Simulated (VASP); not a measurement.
A convergence study with VASP on Lu (hcp): one setting is varied, all else stays as given below, so the limit is that of these other settings.

```
Lu
1.0
    1.75000    -3.03109     0.00000
    1.75000     3.03109     0.00000
    0.00000     0.00000     5.55000
Lu
2
Direct
  0.33333   0.66667   0.25000
  0.66667   0.33333   0.75000
```

Computed with PBE GGA, VASP's PBE PAW potentials (set 64) (plane waves; VASP). The tightest run used: 550 eV cut-off, 21×21×13 Γ-centred mesh, first-order Methfessel-Paxton smearing of 0.10 eV, potentials Lu_3.

| setting | E (eV/atom) | pressure (GPa) | irreducible k-points |
|---|---|---|---|
| 1×1×1 mesh | -6.6972 | 13.33 | 1 |
| 2×2×1 mesh | -4.9712 | -9.44 | 2 |
| 3×3×2 mesh | -4.3718 | -0.31 | 6 |
| 4×4×2 mesh | -4.4371 | 0.89 | 8 |
| 5×5×3 mesh | -4.4225 | 0.32 | 10 |
| 7×7×4 mesh | -4.4585 | -0.20 | 24 |
| 8×8×5 mesh | -4.4468 | 0.14 | 30 |
| 9×9×6 mesh | -4.4539 | -0.08 | 48 |
| 10×10×6 mesh | -4.4529 | -0.17 | 56 |

Task: These are the cheaper rows. Estimate the results at 21×21×13 mesh, and how far the last row shown lies from them.

Result: 
| quantity | tightest run | last row shown is off by |
|---|---|---|
| E (eV/atom) | -4.4524 | -0.0005 |
| pressure (GPa) | -0.05 | -0.12 |

Left out are rungs that failed or repeat a setting and relaxations that didn't move; long series are thinned to 24 rows.

The compound is Lu in the hcp structure. The cell was not relaxed at this level.
